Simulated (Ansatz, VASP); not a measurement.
**SrCr2N2 in VASP and in Ansatz**

File INCAR:

```
  ALGO = Normal
  EDIFF = 1E-6
  ENCUT = 520
  GGA = PE
  ISIF = 2
  ISMEAR = 0
  ISPIN = 2
  LASPH = True
  LCHARG = False
  LMAXMIX = 4
  LORBIT = 11
  LREAL = False
  LWAVE = False
  MAGMOM = 0.04 1.01 1.01 -0.06 -0.06
  NBANDS = 34
  NELM = 150
  PREC = Accurate
  SIGMA = 0.1
```

The input KPOINTS:

```
k-points
0
Gamma
  3 3 1
```

The input POSCAR:

```
SrCr2N2
1.0
    3.3196892269      0.0000000000      0.0000000000
   -1.6598446134      2.8749352031      0.0000000000
    0.0000000000      0.0000000000      6.5462810131
Sr Cr N
1 2 2
Direct
    0.3930000000      0.1110000000      0.9240000000
    1.0596666667      0.4443333333      0.5404120000
    0.7263333333      0.7776666667      1.3075880000
    1.0596666667      0.4443333333      1.2331180000
    0.7263333333      0.7776666667      0.6148820000
```

Input for Ansatz:

```yaml
crystal:
  lattice:
    - [3.3196892269, 0.0, 0.0]
    - [-1.6598446134, 2.8749352031, 0.0]
    - [0.0, 0.0, 6.5462810131]
  atoms:
    - { symbol: Sr, position: [0.393, 0.111, 0.924] }
    - { symbol: Cr, position: [1.0596666667, 0.4443333333, 0.540412] }
    - { symbol: Cr, position: [0.7263333333, 0.7776666667, 1.307588] }
    - { symbol: "N", position: [1.0596666667, 0.4443333333, 1.233118] }
    - { symbol: "N", position: [0.7263333333, 0.7776666667, 0.614882] }
basis: {}
kpoints:
  mp_grid: { grid: [3, 3, 1] }
hamiltonian:
  xc: pbe
scf:
  occupations: { method: gaussian, width: 0.1 }
  max_iter: 30
  convergence: { dr2_threshold: "1e-10 eV" }
output:
  forces: true
  stress: true
  eigenvalues: true
magnetization:
  spin_polarized: true
```

Alike in both runs: task single point; functional PBE; k mesh 3 × 3 × 1; occupations gaussian, width 0.1 eV; collinear spin.

|  | VASP | Ansatz |
| --- | --- | --- |
| version | VASP 6.6.1 | Ansatz 0.2.0 |
| potentials or method | VASP PAW PBE potentials, release 64 (Sr_sv, Cr_pv, N) | scalar-relativistic, plane waves, PAW |
| plane-wave cutoff (eV) | 520 | 420 |
| valence electrons in the cell | 44 | 48 |

```tsv
	VASP	Ansatz	Ansatz less VASP
gap on the k mesh at the Fermi level (eV)	none	none	-
pressure (GPa)	1.0	2.1	+1.09
largest component of the traceless stress (GPa)	3.89	2.83	-1.055
rms of the force components (eV/Å)	0.122	0.179	+0.0570
net moment per atom (μB)	0.04	0.48	+0.434
size of the moment on the site where the two differ most (μB)	0.13	0.92	+0.793
```

The net moments differ so much that the two runs ended in different magnetic states, which moves the other rows too. Site moments also hang on the region over which each program counts them. Atom by atom the forces differ by 0.287 eV/Å (rms over components). A gap of «none» marks a metal or a gap that the smearing closes. The two sets of potentials don't hold the same shells in valence. Ansatz warned: «no_starting_moments».

Caveats: the k mesh is coarse (spacing up to 0.96 Å⁻¹), so the values aren't converged. With open d or f shells a metallic result of PBE can be an artefact of self-interaction; +U or a hybrid may open a gap.
